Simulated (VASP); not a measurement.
Consider the following.

```xyz
3
Lattice="-1.6287 1.5614 3.8076 1.6287 -1.5614 3.8076 1.6287 1.5614 -3.8076" Properties=species:S:1:pos:R:3 pbc="T T T"
Si     0.0000     0.0000     5.0641
Si     0.0000     0.0000     2.5511
Mo     0.0359     0.0000     0.0000
```

Calculation: PBE GGA, VASP's PBE PAW potentials (set 64) (plane waves; VASP 6.6.1). Run with EDIFF = 1E-4, 400 eV cut-off, 12×12×12 Γ-centred mesh, first-order Methfessel-Paxton smearing of 0.10 eV, potentials Si Mo_sv.

Task: Which forces act on the atoms, in eV/Å?

Result: 
```
atom      Fx     Fy      Fz
----  ------  -----  ------
Si1    0.201  0.000   0.112
Si2    0.201  0.000  -0.112
Mo3   -0.401  0.000   0.000
```

Task: Give the stress tensor in GPa (positive for a compressed cell).

Result: 
```
 1.56   0.00   0.00
 0.00  13.97   0.00
 0.00   0.00  20.29
```
The pressure is its mean diagonal, 11.94 GPa.

The compound is MoSi2 in the MoSi2 type structure. The cell was not relaxed at this level. The run is one of a series of settings (EDIFF = 1E-4 against the base run), some of them coarse on purpose.
